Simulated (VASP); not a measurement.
```
CELL_PARAMETERS angstrom
      0.00000     1.95757     1.95757
      1.95757     0.00000     1.95757
      1.95757     1.95757     0.00000
ATOMIC_POSITIONS crystal
  Pt 0.00000 0.00000 0.00000
```

Method: PBEsol GGA, VASP's PBE PAW potentials (set 64) (plane waves; VASP). Settings: 520 eV cut-off, Gaussian smearing of 0.050 eV, potentials Pt.

Give the energies of bands 1 to 6 at the high-symmetry points, in eV from the Fermi level.

| band | Γ | X | U | L | W |
|---|---|---|---|---|---|
| 1 | -10.34 | -7.14 | -6.32 | -7.41 | -5.72 |
| 2 | -3.82 | -6.68 | -5.53 | -3.88 | -4.60 |
| 3 | -3.82 | 0.04 | -2.89 | -3.88 | -4.60 |
| 4 | -3.82 | 0.52 | -1.31 | -0.55 | -2.01 |
| 5 | -1.62 | 0.52 | -0.16 | 0.07 | 0.52 |
| 6 | -1.62 | 1.72 | 5.72 | 0.07 | 7.12 |

It has no gap at this level: it comes out as a metal or semimetal.

The compound is Pt in the fcc structure. It was relaxed first.
